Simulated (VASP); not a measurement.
These are PBE GGA, VASP's PBE PAW potentials (set 64) (plane waves; VASP) values and carry that method's errors.

Input for VASP

**POSCAR**
```
BAs
1
    0.0000000000     2.3841353345     2.3841353345
    2.3841353345     0.0000000000     2.3841353345
    2.3841353345     2.3841353345     0.0000000000
B As
1 1
Direct
  0.0000000000   0.0000000000   0.0000000000
  0.2500000000   0.2500000000   0.2500000000
```

File KPOINTS:
```
Regular mesh
0
Gamma
 10 10 10
```

**INCAR**
```
! general
SYSTEM =BAs
PREC   =Accurate
ENCUT  =600   ! plane-wave cut-off (eV)
LREAL  =.FALSE.   ! projection in real space or not
LASPH  =.TRUE.   ! aspherical one-centre terms

! electronic loop
EDIFF  =1E-7   ! SCF stop (eV)
NELM   =100
ALGO   =Normal   ! blocked Davidson
LMAXMIX=4   ! l cut-off of mixed one-centre charges

! smearing
ISMEAR =0   ! Gaussian
SIGMA  =0.05

! functional
GGA    =PE   ! PBE

! ions
IBRION =2   ! conjugate gradients
NSW    =30   ! most ionic steps
ISIF   =2
EDIFFG =-0.01   ! ionic stop

! output
LWAVE  =.FALSE.
LCHARG =.FALSE.
```

POTCAR, in this order: B As (PBE.64 set). Program: vasp_std.

What does the run give for the energy per atom (σ→0), pressure?

- energy per atom (σ→0): -5.702 eV/atom
- pressure: 4.23 GPa

File OSZICAR:
```
...
DAV:   7    -0.114102035827E+02    0.60402E-01   -0.21261E-01  1064   0.279E+00    0.961E-01
DAV:   8    -0.114032073224E+02    0.69963E-02   -0.21780E-02   808   0.104E+00    0.118E-01
DAV:   9    -0.114035326246E+02   -0.32530E-03   -0.59738E-04   960   0.201E-01    0.678E-02
DAV:  10    -0.114037145525E+02   -0.18193E-03   -0.29016E-04   880   0.126E-01    0.164E-02
DAV:  11    -0.114037201498E+02   -0.55973E-05   -0.11064E-05  1144   0.265E-02    0.141E-02
DAV:  12    -0.114037197254E+02    0.42435E-06   -0.25022E-06   816   0.111E-02    0.231E-03
DAV:  13    -0.114037197275E+02   -0.20501E-08   -0.79040E-08   648   0.230E-03
   1 F= -.11403720E+02 E0= -.11403720E+02  d E =-.114037E+02
```

The compound is BAs in the zinc blende structure. This cell was strained or had an atom moved on purpose.
